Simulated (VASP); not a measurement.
Energy against volume of CsPbCl3 (cubic perovskite). Level of theory: MS2 meta-GGA, VASP's PBE PAW potentials (set 64) (plane waves; VASP). Run with 520 eV cut-off, 4×4×4 Γ-centred mesh, Gaussian smearing of 0.050 eV, potentials Cs_sv Pb_d Cl.

```json
[
 {"V (Å³/atom)": "35.369", "E (eV/atom)": "-1.45074"},
 {"V (Å³/atom)": "36.463", "E (eV/atom)": "-1.45383"},
 {"V (Å³/atom)": "37.557", "E (eV/atom)": "-1.45175"},
 {"V (Å³/atom)": "38.650", "E (eV/atom)": "-1.44534"}
]
```

Task: Fit these four points and predict the energy of the run at 34.275 Å³/atom.

Result: A cubic in V^(−2/3), the third-order Birch-Murnaghan form, passes through the four points with V0 = 36.54 Å³/atom and B0 = 25 GPa, and gives -1.4415 eV/atom there. The run gave -1.4416 eV/atom, -0.1 meV/atom from the fit; all five points give B0 = 25 GPa.

The compound is CsPbCl3 in the cubic perovskite structure, the ideal cubic form; the compound distorts at low or room temperature. It was relaxed first.
